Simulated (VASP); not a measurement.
Here is the system:

```yaml
crystal:
  lattice:
    - [0.00000, 1.78834, 1.84199]
    - [1.78834, 0.00000, 1.84199]
    - [1.78834, 1.78834, 0.00000]
  atoms:
    - { symbol: Cu, position: [0.00000, 0.00000, 0.00000] }
```

These are r2SCAN meta-GGA, VASP's PBE PAW potentials (set 64) (plane waves; VASP) values and carry that method's errors. Numerical set-up: 480 eV cut-off, 16×16×16 Γ-centred mesh, first-order Methfessel-Paxton smearing of 0.10 eV, potentials Cu.

Question: Give the stress tensor in GPa (positive for a compressed cell).

Answer: 
```
-3.55   0.00   0.00
 0.00  -3.55   0.00
 0.00   0.00  -5.25
```
The pressure is its mean diagonal, -4.12 GPa.

The compound is Cu in the fcc structure. This cell was strained or had an atom moved on purpose.
